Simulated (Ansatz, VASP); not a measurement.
# MgB in two plane-wave programs

Aim: how closely do two programs agree when they are given the same cell, functional and k mesh? The cell is invented: As first built, before any earlier steps moved the atoms (in the runner's words): it takes the MgAl structure with some of its atoms replaced by other elements, volume scaled by an estimate. It may not be a known or stable phase. The cell is taken from a series of VASP runs on this material, whose earlier steps may have relaxed, scaled or displaced it; both programs get it as it stands.

Main program and level: Ansatz 0.2.0; plane waves, with VASP 6.6.1 beside it; band structure at PBE, band structure at LDA and band structure at PBEsol.

### 1. The structure

It takes space group Pm-3m (No. 221, cubic). Conventional cell: a = 2.894 Å, b = 2.894 Å, c = 2.894 Å, α = 90.00°, β = 90.00°, γ = 90.00°. Nearest to Mg lie 8 B at 2.51 Å. B has 8 Mg at 2.51 Å nearest. As first built, before any earlier steps moved the atoms (in the runner's words): sites of the MgAl structure (space group 123) filled with other elements, volume scaled by an estimate. Farther neighbours are not listed.

As a file:

```cif
data_structure
_symmetry_space_group_name_H-M 'Pm-3m'
_symmetry_Int_Tables_number 221
_cell_length_a 2.8942
_cell_length_b 2.8942
_cell_length_c 2.8942
_cell_angle_alpha 90.000
_cell_angle_beta 90.000
_cell_angle_gamma 90.000
_cell_volume 24.24
loop_
_atom_site_label
_atom_site_type_symbol
_atom_site_symmetry_multiplicity
_atom_site_Wyckoff_symbol
_atom_site_fract_x
_atom_site_fract_y
_atom_site_fract_z
_atom_site_occupancy
Mg1 Mg 1 b 0.50000 0.50000 0.50000 1
B1 B 1 a 0.00000 0.00000 0.00000 1
```

### 2. VASP: band structure, PBE

A single point gives forces, pressure and levels at one fixed geometry, so differences don't come from the geometry; what else differs is listed under the comparison.

Lines of VASP's logs that name or quote its potential files are left out, and so is its time.

INCAR reads:

```
SYSTEM = MgB
PREC = Accurate
ENCUT = 420
EDIFF = 1E-06
NELM = 100
ISMEAR = 0
SIGMA = 0.02
LREAL = .FALSE.
ALGO = Normal
GGA = PE
LORBIT = 11
LWAVE = .FALSE.
LCHARG = .FALSE.
KPAR = 4
```

POSCAR reads:

```
MgB
1.0
    2.8941936783      0.0000000000      0.0000000000
    0.0000000000      2.8941936783      0.0000000000
    0.0000000000      0.0000000000      2.8941936783
Mg B
1 1
Direct
    0.5000000000      0.5000000000      0.5000000000
    0.0000000000      0.0000000000      0.0000000000
```

KPOINTS reads:

```
Automatic mesh
0
Gamma
5 5 5
0 0 0
```

KPOINTS_OPT reads:

```
Line mode
16
Line-mode
Reciprocal
  0.00000000   0.00000000   0.00000000 GAMMA
  0.00000000   0.50000000   0.00000000 X

  0.00000000   0.50000000   0.00000000 X
  0.50000000   0.50000000   0.00000000 M

  0.50000000   0.50000000   0.00000000 M
  0.00000000   0.00000000   0.00000000 GAMMA

  0.00000000   0.00000000   0.00000000 GAMMA
  0.50000000   0.50000000   0.50000000 R

  0.50000000   0.50000000   0.50000000 R
  0.00000000   0.50000000   0.00000000 X

  0.50000000   0.50000000   0.00000000 M
  0.50000000   0.50000000   0.50000000 R
```

PAW data sets: Mg and B (PBE family, release 64).

On the command line:

```console
mpirun -np 4 vasp_std
```

Numbers of over 12 decimals in the logs are rounded to 6 here.

The log of the run:

```text
[banner, memory and clock lines left out]
running    4 mpi-ranks, on    1 nodes
 distrk:  each k-point on    1 cores,    4 groups
 distr:  one band on    1 cores,    1 groups

 POSCAR found type information on POSCAR MgB
 POSCAR found :  2 types and       2 ions
 LDA part: xc-table for (Slater+PW92), standard interpolation
 POSCAR, INCAR and KPOINTS ok, starting setup
 FFT: planning ... GRIDC
 FFT: planning ... GRID_SOFT
 FFT: planning ... GRID
 WAVECAR not read
 entering main loop
       N       E                     dE             d eps       ncg     rms          rms(c)
DAV:   1    -0.712636274990E+00   -0.71264E+00   -0.15361E+03   120   0.513E+02
DAV:   2    -0.664575296739E+01   -0.59331E+01   -0.55158E+01   162   0.519E+01
DAV:   3    -0.672916375014E+01   -0.83411E-01   -0.83411E-01   162   0.781E+00
DAV:   4    -0.672965245536E+01   -0.48871E-03   -0.48871E-03   174   0.494E-01
DAV:   5    -0.672965712788E+01   -0.46725E-05   -0.46722E-05   162   0.198E-02    0.182E+00
DAV:   6    -0.657435650385E+01    0.15530E+00   -0.23552E-01   126   0.272E+00    0.978E-01
DAV:   7    -0.653205879436E+01    0.42298E-01   -0.14258E-01   126   0.212E+00    0.323E-01
DAV:   8    -0.653007795419E+01    0.19808E-02   -0.23749E-03   132   0.592E-01    0.291E-02
DAV:   9    -0.653006975600E+01    0.81982E-05   -0.12191E-05   192   0.317E-02    0.185E-02
DAV:  10    -0.653007087382E+01   -0.11178E-05   -0.34463E-07   138   0.706E-03    0.690E-04
DAV:  11    -0.653007084473E+01    0.29094E-07   -0.25790E-08    90   0.127E-03
   1 F= -.65300708E+01 E0= -.65296049E+01  d E =-.931948E-03
 Start KPOINTS_OPT (optional k-point list driver)
k-point batch [1-10\96]
       N       E                     dE             ncg
DAV:   1     0.916805196548E+02   -0.20877E+03      120
DAV:   2     0.192084852419E+02   -0.72472E+02      174
DAV:   3     0.182343242066E+02   -0.97416E+00      150
DAV:   4     0.182324964369E+02   -0.18278E-02      186
DAV:   5     0.182324953900E+02   -0.10469E-05      132
DAV:   6     0.182324953840E+02   -0.60245E-08      162
[...]
k-point batch [91-96\96]
       N       E                     dE             ncg
DAV:   1     0.888535363010E+03   -0.12536E+04       72
DAV:   2     0.861503525249E+03   -0.27032E+02       84
DAV:   3     0.860761447453E+03   -0.74208E+00       84
DAV:   4     0.860759379889E+03   -0.20676E-02      102
DAV:   5     0.860759375300E+03   -0.45882E-05       78
DAV:   6     0.860759375294E+03   -0.61902E-08       78
```

OUTCAR, selected parts (step 2):

```text
ion  position               nearest neighbor table
   1  0.500  0.500  0.500-   2 2.51   2 2.51   2 2.51   2 2.51   2 2.51   2 2.51   2 2.51   2 2.51

  LATTYP: Found a simple cubic cell.
 ALAT       =     2.8941936783

 Subroutine GETGRP returns: Found 48 space group operations
 (whereof 48 operations were pure point group operations)

The static configuration has the point symmetry O_h .

 Found     10 irreducible k-points:

   k-points           NKPTS =     10   k-points in BZ     NKDIM =     10   number of bands    NBANDS=      6

   dimension x,y,z NGX =    20 NGY =   20 NGZ =   20
   dimension x,y,z NGXF=    40 NGYF=   40 NGZF=   40

   ENCUT  =  420.0 eV  30.87 Ry    5.56 a.u.   4.84  4.84  4.84*2*pi/ulx,y,z

   NELECT =       5.0000    total number of electrons

 k-points in reciprocal lattice and weights: Automatic mesh
   0.00000000  0.00000000  0.00000000       0.008
   0.20000000  0.00000000  0.00000000       0.048
   0.40000000  0.00000000  0.00000000       0.048
   0.20000000  0.20000000  0.00000000       0.096
   0.40000000  0.20000000  0.00000000       0.192
   0.40000000  0.40000000  0.00000000       0.096
   0.20000000  0.20000000  0.20000000       0.064
   0.40000000  0.20000000  0.20000000       0.192
   0.40000000  0.40000000  0.20000000       0.192
   0.40000000  0.40000000  0.40000000       0.064

 average (electrostatic) potential at core
       1 -36.4301       2 -28.5793

 E-fermi :   4.6269

 k-point     1 :       0.0000    0.0000    0.0000
  band No.  band energies     occupation
      1      -6.1525      2.00000
      2       7.1260      0.00000
      3       7.1260      0.00000
      4       7.1260      0.00000
      5      11.6402      0.00000
      6      11.6402      0.00000

 k-point     2 :       0.2000    0.0000    0.0000
  band No.  band energies     occupation
      1      -5.5251      2.00000
      2       3.7975      2.00000
      3       7.4680      0.00000
      4       7.4680      0.00000
      5      12.3469      0.00000
      6      13.4685      0.00000

 k-point     3 :       0.4000    0.0000    0.0000
  band No.  band energies     occupation
      1      -3.7702      2.00000
      2      -0.1163      2.00000
      3       8.1444      0.00000
      4       8.1444      0.00000
      5      14.4237      0.00000
      6      14.7792      0.00000

  Total        0.0624505      0.0624505      0.0624505     -0.0000000     -0.0000000     -0.0000000
  in kB        4.1272751      4.1272751      4.1272751     -0.0000000     -0.0000000     -0.0000000
  external PRESSURE =       4.1272751 kB  Pullay stress =       0.0000000 kB

  energy-cutoff  :      420.00
  volume of cell :       24.24
      direct lattice vectors                 reciprocal lattice vectors
     2.894193678  0.000000000  0.000000000     0.345519378  0.000000000  0.000000000
     0.000000000  2.894193678  0.000000000     0.000000000  0.345519378  0.000000000
     0.000000000  0.000000000  2.894193678     0.000000000  0.000000000  0.345519378

 POSITION                                       TOTAL-FORCE (eV/Angst)
 -----------------------------------------------------------------------------------
      1.44710      1.44710      1.44710         0.000000      0.000000      0.000000
      0.00000      0.00000      0.00000         0.000000      0.000000      0.000000
 -----------------------------------------------------------------------------------
    total drift:                               -0.000000      0.000000     -0.000000

  FREE ENERGIE OF THE ION-ELECTRON SYSTEM (eV)
  ---------------------------------------------------
  free  energy   TOTEN  =        -6.5300708447 eV

  energy  without entropy=       -6.5291388966  energy(sigma->0) =       -6.52960487

 total charge
# of ion       s       p       d       tot
------------------------------------------
    1        0.171   0.185   0.050   0.406
    2        0.753   0.843   0.000   1.596
--------------------------------------------------
tot          0.924   1.029   0.050   2.002

[... 3 further parts left out ...]
```

This run has no spin polarisation. Its electron count is odd, so without a moment it is a metal by construction.

### 3. Ansatz: band structure, PBE

Ansatz runs on its default PAW (the set named soft_2) files.

The same cell, functional, mesh and smearing now go to Ansatz, which takes its cutoff from its data sets.

input.yaml reads:

```yaml
crystal:
  lattice:
    - [2.8941936783, 0.0, 0.0]
    - [0.0, 2.8941936783, 0.0]
    - [0.0, 0.0, 2.8941936783]
  atoms:
    - { symbol: Mg, position: [0.5, 0.5, 0.5] }
    - { symbol: B, position: [0.0, 0.0, 0.0] }
hamiltonian:
  xc: pbe
  pseudopotentials: { kind: paw }
kpoints:
  mp_grid: { grid: [5, 5, 5] }
  band_path:
    path:
      - [0.0, 0.0, 0.0]
      - [0.0, 0.1, 0.0]
      - [0.0, 0.2, 0.0]
      - [0.0, 0.3, 0.0]
      - [0.0, 0.43333, 0.0]
      - [0.0, 0.5, 0.0]
      - [0.1, 0.5, 0.0]
      - [0.2, 0.5, 0.0]
      - [0.33333, 0.5, 0.0]
      - [0.43333, 0.5, 0.0]
      - [0.5, 0.5, 0.0]
      - [0.36667, 0.36667, 0.0]
      - [0.26667, 0.26667, 0.0]
      - [0.16667, 0.16667, 0.0]
      - [0.06667, 0.06667, 0.0]
      - [0.03333, 0.03333, 0.03333]
      - [0.13333, 0.13333, 0.13333]
      - [0.23333, 0.23333, 0.23333]
      - [0.33333, 0.33333, 0.33333]
      - [0.46667, 0.46667, 0.46667]
      - [0.46667, 0.5, 0.46667]
      - [0.36667, 0.5, 0.36667]
      - [0.23333, 0.5, 0.23333]
      - [0.13333, 0.5, 0.13333]
      - [0.03333, 0.5, 0.03333]
      - [0.5, 0.5, 0.03333]
      - [0.5, 0.5, 0.16667]
      - [0.5, 0.5, 0.26667]
      - [0.5, 0.5, 0.36667]
      - [0.5, 0.5, 0.5]
    npoints: 1
scf:
  occupations: { method: gaussian, width: 0.02 }
  n_extra_bands: 7
output:
  forces: true
  stress: true
  eigenvalues: true
```

On the command line:

```console
ansatz run input.yaml --threads 2 --pin off --max-ram 4608MiB --backend cpu --events-out ev --progress --plain --runs-dir out
```

The log of the run:

```text
scf.n_extra_bands = 7 over 7 filled bands (N_el = 13.0): the run solves 14 bands
Engine: ansatz 0.2.0, aarch64-unknown-linux-gnu
Pseudopotentials: kind: paw
Pseudopotential: Mg, paw, valence charge 10, recommended cutoff 420 eV (normal), Mg.paw.azcp
Pseudopotential: B, paw, valence charge 3, recommended cutoff 420 eV (normal), B.paw.azcp
Functional definition: PBE
  parameter kappa = 0.804
  parameter beta = 0.066725
  exchange = pbe_x(kappa = kappa, mu = beta*pi^2/3)
  correlation = pbe_c(beta = beta)
Crystal: 2 atoms, lattice volume = 24.243 Å³
Basis set: ecut = 420 eV, 461 PW (Γ), exchange–correlation on 40×40×40 points (8 copies of the dense FFT grid, shifted against one another)
Bands: 14, of which v1, the nominal top of the filled ones, is band 7 counted from 1 (6 counted from 0)
Symmetry: 48 space group operations
Space group: Pm-3m (ITA 221), of the structure as read, at distance tolerance 2.9e-5 Å
k-points: 10 of 125
Non-local potential: Mg, projectors of the file, l = 0: 3, l = 1: 2, l = 2: 1
Non-local potential: B, projectors of the file, l = 0: 2, l = 1: 2, l = 2: 1
PAW form: soft (Blöchl's): semilocal exchange-correlation on the pseudo side does not see the compensation charge
PAW one-centre angular grid: Mg, 110 points (default); XC on 64 Gauss nodes
PAW one-centre angular grid: B, 110 points (default); XC on 64 Gauss nodes
Initial density: superposition of atomic densities (neutral atoms: chi_scale 0, normalization atom), corrected by the library's trained network
Initial wavefunctions: pseudopotential atomic-orbital guess
Functional: x = pbe(κ = 0.804, μ = 0.219515), c = pbe(β = 0.066725)
SCF iter   1: F=—  HF=-2078.023116 eV  |F-HF|=—  |Δ(HF+E_count)|=         —  Δρ=1.63e-3  dr2=9.46e-4  ethr=1.77e-3  ⟨swp⟩=6.0  Hψ=795  notcnv=0  defer=1
preconditioner: auto → none  [insulator: Δε(μ)=0.149 eV  Ē_g=14.545 eV  σ=0.020 eV  W_gap=0.71  n_scr=6 (ndim 8)  ℏωp=16.9 eV  f_vac=0.000  D(μ)=4.66/eV (n_scr^D=80)  ε∞_Penn≈2.3]
SCF iter   2: F=—  HF=-2078.022939 eV  |F-HF|=—  |Δ(HF+E_count)|=   1.77e-4  Δρ=3.68e-4  dr2=2.97e-5  ethr=7.28e-6  ⟨swp⟩=2.8  Hψ=307  notcnv=0  defer=27
SCF iter   3: F=—  HF=-2078.022996 eV  |F-HF|=—  |Δ(HF+E_count)|=   5.67e-5  Δρ=1.33e-4  dr2=1.47e-6  ethr=2.29e-7  ⟨swp⟩=1.9  Hψ=129  notcnv=0  defer=27
iter 4 did not close the SCF: its close was put off for the readings that it lacked (scf_convergence_deferred on its scf_iter line)
SCF iter   4: F=-2078.023001 eV  HF=-2078.023001 eV  |F-HF|=2.22e-8  |Δ(HF+E_count)|=   5.84e-6  Δρ=1.53e-5  dr2=2.01e-8  ethr=1.13e-8  ⟨swp⟩=2.0  Hψ=177  notcnv=0  defer=27
iter 5 did not close the SCF: its close was put off for the readings that it lacked (scf_convergence_deferred on its scf_iter line)
SCF iter   5: F=-2078.023002 eV  HF=-2078.023002 eV  |F-HF|=5.86e-10  |Δ(HF+E_count)|=   2.74e-8  Δρ=2.41e-6  dr2=7.19e-10  ethr=1.55e-10  ⟨swp⟩=2.0  Hψ=173  notcnv=0  defer=27
SCF iter   6: F=-2078.023002 eV  HF=-2078.023002 eV  |F-HF|=1.64e-11  |Δ(HF+E_count)|=  6.40e-10  Δρ=3.15e-7  dr2=1.07e-11  ethr=5.53e-12  ⟨swp⟩=4.0  Hψ=550  notcnv=0
SCF 1 converged in 6 iterations: F = -2078.023002 eV  dr2 = 1.07e-11
  greatest PAW one-centre occupation: 1.000 electrons in one spin orbital (limit 2), on the Mg atom at site 0 (counted from 0), in its partial waves of l = 0
NSCF: frozen V_eff on 30 k-points
SCF converged after 6 iterations
Free energy (F): -2078.023002 eV
Harris-Foulkes:  -2078.023002 eV  (|F-HF|=1.64e-11)
Internal energy: -2078.022070 eV  (E = F + TS)
E sigma→0 (E₀):  -2078.022536 eV
Entropy (-TS):   -0.000932 eV (-0.466 meV/atom)
Fermi energy:    8.425310 eV
--- Per-component energies (eV) ---
  E_band       = -313.881383
  E_kinetic    = 118.598707
  E_local      = -1534.024722  (includes V_loc(G=0)·N_el)
  E_nonlocal   = 108.371579
  E_hartree    = 548.112718
  E_xc         = -59.938375
  E_vxc        = -74.046844  (∫ρ·V_xc dr)
  E_paw        = -370.091572  (= ΣΔE_a)
  E_vpaw       = -29.005503  (= ΣTr[D̂ρ^β])
  E_aug_tail   = -0.000003  (compensation charges beyond the density's cutoff)
  E_ewald      = -889.050401
  E_smearing   = -0.000932  (= −TS)
  E_closure    = 0.000000  (closes the sum)
  Σ components = -2078.023002   (vs F -2078.023002, Δ=0.00e0)
--- Forces (eV/Å), atoms counted from 1 ---
  atom   1  Mg     0.00000000    -0.00000000    -0.00000000
  atom   2  B     -0.00000000     0.00000000     0.00000000
  max |Σ_I F_I| component: 1.84e-29 eV/Å
--- Stress (GPa, compression-positive) ---
        0.615970      -0.000000       0.000000
       -0.000000       0.615970       0.000000
        0.000000       0.000000       0.615970
  P = ⅓ Tr σ = 0.6160 GPa (6.160 kbar)
--- Band table (eV; the first three rows and the last of 10) ---
  k-point 0: bands = [... 3 lower, -33.4973, -2.3502, 10.9222, 10.9222, 10.9222, 15.4406, 15.4406, 17.3803, ... 3 higher]
  k-point 1: bands = [... 3 lower, -33.4957, -1.7190, 7.5989, 11.2642, 11.2642, 16.1457, 17.2614, 19.4038, ... 3 higher]
  k-point 2: bands = [... 3 lower, -33.4930, 0.0432, 3.6886, 11.9411, 11.9411, 18.2185, 18.5730, 20.4074, ... 3 higher]
  k-point 9: bands = [... 3 lower, -33.5338, 4.3333, 7.1136, 7.1136, 8.2485, 13.3302, 13.3302, 13.3711, ... 3 higher]
```

The job ended after 0.62 s (2 threads of Arm Neoverse V2, shared host; peak memory 0.23 GiB).

### 4. Differences

Known differences besides the potentials themselves: the data sets hold 13 valence electrons in Ansatz (default PAW (the set named soft_2) files) and 5 in VASP; VASP leaves aspherical gradient terms in its spheres out (LASPH is not set), Ansatz keeps them. Total energies have different zeros and are not compared.

Compared:

```tsv
quantity	Ansatz	VASP	difference
pressure (GPa)	0.62	0.41	+0.20
pressure without Ansatz's Pulay correction (GPa)	0.53	0.41	+0.11
```

Levels from 3 eV below to 2 eV above the Fermi level differ by 4 meV r.m.s. and 10 meV at most; each VASP level is matched to the nearest of Ansatz, which flatters the figure a little. Ansatz's pressure holds a Pulay correction of 0.09 GPa; VASP's holds none.

### 5. VASP: band structure, LDA

A single point gives forces, pressure and levels at one fixed geometry, so differences don't come from the geometry; what else differs is listed under the comparison.

INCAR, as its differences from that of step 2:

```diff
@@ -9,3 +9,3 @@
 ALGO = Normal
-GGA = PE
+GGA = CA
 LORBIT = 11
```

POSCAR is that of step 2.

KPOINTS is that of step 2.

KPOINTS_OPT is that of step 2.

On the command line:

```console
mpirun -np 4 vasp_std
```

The log of the run:

```text
[banner, memory and clock lines left out]
running    4 mpi-ranks, on    1 nodes
[...]
|                                                                             |
|               ----> ADVICE to this user running VASP <----                  |
|                                                                             |
|     You enforced a specific xc type in the INCAR file but a different       |
|     [... a line on the potential file left out ...]
|     I HOPE YOU KNOW WHAT YOU ARE DOING!                                     |
|                                                                             |

 LDA part: xc-table for (Slater(with rela. corr.)+CA(PZ))
 , standard interpolation
 POSCAR, INCAR and KPOINTS ok, starting setup
[...]
entering main loop
       N       E                     dE             d eps       ncg     rms          rms(c)
DAV:   1    -0.158657467004E+01   -0.15866E+01   -0.15332E+03   120   0.513E+02
DAV:   2    -0.752687308991E+01   -0.59403E+01   -0.55328E+01   162   0.519E+01
[...]
DAV:   4    -0.761237596159E+01   -0.51652E-03   -0.51652E-03   186   0.499E-01
[...]
DAV:   8    -0.742036316930E+01    0.25220E-02   -0.24578E-03   132   0.532E-01    0.237E-02
DAV:   9    -0.742035026582E+01    0.12903E-04   -0.27978E-05   168   0.356E-02    0.153E-02
DAV:  10    -0.742034932651E+01    0.93931E-06   -0.50761E-07   150   0.713E-03
   1 F= -.74203493E+01 E0= -.74198834E+01  d E =-.931948E-03
 Start KPOINTS_OPT (optional k-point list driver)
k-point batch [1-10\96]
       N       E                     dE             ncg
DAV:   1     0.839244546244E+02   -0.21653E+03      120
DAV:   2     0.113618380887E+02   -0.72563E+02      174
DAV:   3     0.103596946727E+02   -0.10021E+01      150
DAV:   4     0.103578076243E+02   -0.18870E-02      192
DAV:   5     0.103578065477E+02   -0.10766E-05      126
DAV:   6     0.103578065416E+02   -0.60877E-08      168
[...]
k-point batch [91-96\96]
       N       E                     dE             ncg
DAV:   1     0.885205529881E+03   -0.12569E+04       72
DAV:   2     0.857784895825E+03   -0.27421E+02       84
DAV:   3     0.856995439541E+03   -0.78946E+00       84
DAV:   4     0.856993226553E+03   -0.22130E-02      102
DAV:   5     0.856993221838E+03   -0.47156E-05       78
DAV:   6     0.856993221831E+03   -0.70913E-08       78
```

From OUTCAR (step 5):

```text
  Total       -0.6330066     -0.6330066     -0.6330066     -0.0000000      0.0000000     -0.0000000
  in kB      -41.8346440    -41.8346440    -41.8346440     -0.0000000      0.0000000     -0.0000000
  external PRESSURE =     -41.8346440 kB  Pullay stress =       0.0000000 kB

  FREE ENERGIE OF THE ION-ELECTRON SYSTEM (eV)
  ---------------------------------------------------
  free  energy   TOTEN  =        -7.4203493265 eV

  energy  without entropy=       -7.4194173784  energy(sigma->0) =       -7.41988335

[... 3 parts as in an earlier step ...]

[... 1 further part left out ...]
[key lines of the parts left out:]
E-fermi :   4.4356
```

The PAW data sets were made with PBE, though LDA sets exist; this is a small mismatch. At this level the cell is under a tension of 4.2 GPa, so at these settings it is away from equilibrium.

[end of part 1 of 2]

[Lines on the potential files, build, host, timing and source positions are cut from VASP's logs without a mark.]

[Logs are printed without paths, hosts, clocks, repeated set-up lines and the standing remarks that a program may print on its own settings, such as how far it seeks lower states.]

[Hosts, paths, dates, database ids (printed as entryN), source tags and the programs' standing remarks are cut or masked in the printed files.]

[VASP's PBE data sets in a run with another functional are called a small mismatch above; for pressures it isn't always small: they can move by 1 GPa and more.]
